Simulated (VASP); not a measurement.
```
Zn
1.0
    1.33565    -2.31342     0.00000
    1.33565     2.31342     0.00000
    0.00000     0.00000     4.85334
Zn
2
Direct
  0.33333   0.66667   0.25000
  0.66667   0.33333   0.75000
```

Calculation: PBE GGA, VASP's PBE PAW potentials (set 64) (plane waves; VASP 6.6.1). Numerical set-up: 400 eV cut-off, Gaussian smearing of 0.050 eV, potentials Zn.

Problem. Give the energies of bands 9 to 15 at the high-symmetry points, in eV from the Fermi level.

Solution. 
```tsv
band	Γ	M	K	A	L	H
9	-7.32	-6.92	-7.17	-7.18	-6.91	-7.09
10	-7.09	-6.90	-7.17	-7.18	-6.91	-7.09
11	-7.09	-2.93	-0.11	-7.18	-1.91	0.86
12	-3.58	-2.25	-0.11	-7.18	-1.91	0.86
13	-2.75	2.83	0.04	5.08	0.10	1.79
14	14.51	3.58	5.16	5.08	0.10	1.79
15	17.19	4.32	6.25	18.55	10.55	2.11
```

It has no gap at this level: it comes out as a metal or semimetal.

The compound is Zn in the hcp structure. It was relaxed first.
